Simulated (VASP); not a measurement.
An input for Ansatz (written as the equivalent of a VASP run, and not itself run):

Ansatz 0.2 input:
```yaml
crystal:
  lattice:
    - [3.5149170, 0.0000000, 0.0000000]
    - [0.0000000, 3.5149170, 0.0000000]
    - [0.0000000, 0.0000000, 3.5149170]
  atoms:
    - { symbol: Y, position: [0.5037660, 0.4995270, 0.5009380] }
    - { symbol: Au, position: [-0.0037660, 0.0004730, -0.0009380] }
kpoints:
  mp_grid: { grid: [7, 7, 7] }
hamiltonian:
  xc: pbesol
  pseudopotentials: { kind: paw }
scf:
  occupations: { method: fermi_dirac, width: 0.1 }
  max_iter: 100
output: { forces: true, stress: true, eigenvalues: true }
```

Question: Write the VASP files for the same calculation (PBEsol).

Answer: One answer among several that fit: 
**KPOINTS**
```
kpoints
0
G
7 7 7
0 0 0
```

### INCAR
```
SYSTEM=YAu
PREC=Accurate; ENCUT=300; LREAL=F
LASPH=T
EDIFF=1E-6; NELM=100; ALGO=Normal
LMAXMIX=6
ISMEAR=-1; SIGMA=0.1
GGA=PS
ISIF=2
LWAVE=F; LCHARG=F
```

POSCAR:
```
YAu
1
    3.5149170000     0.0000000000     0.0000000000
    0.0000000000     3.5149170000     0.0000000000
    0.0000000000     0.0000000000     3.5149170000
Y Au
1 1
Direct
  0.5037660000   0.4995270000   0.5009380000
 -0.0037660000   0.0004730000  -0.0009380000
```

POTCAR, in this order: Y_sv Au (PBE.64 set). Program: vasp_std.

Limits of the translation: each code has its own PAW files, so the cut-off isn't converted (ENCUT is set for VASP's; basis.ecutwfc is left out, and Ansatz then takes the one that its files recommend); Ansatz stops its SCF on the density residual and VASP on the energy change (EDIFF).

The structure comes from a computed database's YAu entry; how it stands against other phases isn't given here. The cell was not relaxed at this level, atoms are displaced from their ideal sites, and its volume differs by -5.9 % from the start's.
